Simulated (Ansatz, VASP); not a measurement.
# One calculation of KLi15S8 (a cell with a defect), two programs

```
CELL_PARAMETERS angstrom
0.00000 5.68900 5.68900
5.68900 0.00000 5.68900
5.68900 5.68900 0.00000
ATOMIC_POSITIONS crystal
K 0.12500 0.12500 0.12500
Li 0.12199 0.12199 0.62801
Li 0.12199 0.62801 0.12199
Li 0.12199 0.62801 0.62801
Li 0.62801 0.12199 0.12199
Li 0.62801 0.12199 0.62801
Li 0.62801 0.62801 0.12199
Li 0.62500 0.62500 0.62500
Li 0.37500 0.37500 0.37500
Li 0.38163 0.38163 0.86837
Li 0.38163 0.86837 0.38163
Li 0.38163 0.86837 0.86837
Li 0.86837 0.38163 0.38163
Li 0.86837 0.38163 0.86837
Li 0.86837 0.86837 0.38163
Li 0.87500 0.87500 0.87500
S 0.98930 0.98930 0.98930
S 0.98930 0.98930 0.53211
S 0.98930 0.53211 0.98930
S 0.00090 0.49970 0.49970
S 0.53211 0.98930 0.98930
S 0.49970 0.00090 0.49970
S 0.49970 0.49970 0.00090
S 0.49970 0.49970 0.49970
```

Alike in both runs: functional PBE; k mesh 3 × 3 × 3; occupations fermi-dirac, width 0.01 eV; no spin polarisation.

Ansatz relaxed the structure, and its values are those at the end. VASP's run is a single point on that final structure, the one shown.

|  | VASP | Ansatz |
| --- | --- | --- |
| version | VASP 6.6.1 | Ansatz 0.2.0 |
| potentials or method | VASP PAW PBE potentials, release 64 (K_sv, Li_sv, S) | plane-wave PAW, scalar-relativistic |
| plane-wave cutoff (eV) | 520 | 420 |
| valence electrons in the cell | 102 | 102 |

Ansatz gave:

* gap on the k mesh at the Fermi level (eV): 3.35
* rms of the force components (eV/Å): 0.004

Q: What did VASP give for the same quantities?

A: gap on the k mesh at the Fermi level (eV): 3.35; rms of the force components (eV/Å): 0.002.

With one functional, cell and mesh, what is left measures potentials, basis and numerics. Ansatz warned: «stress_scf_threshold_loose».
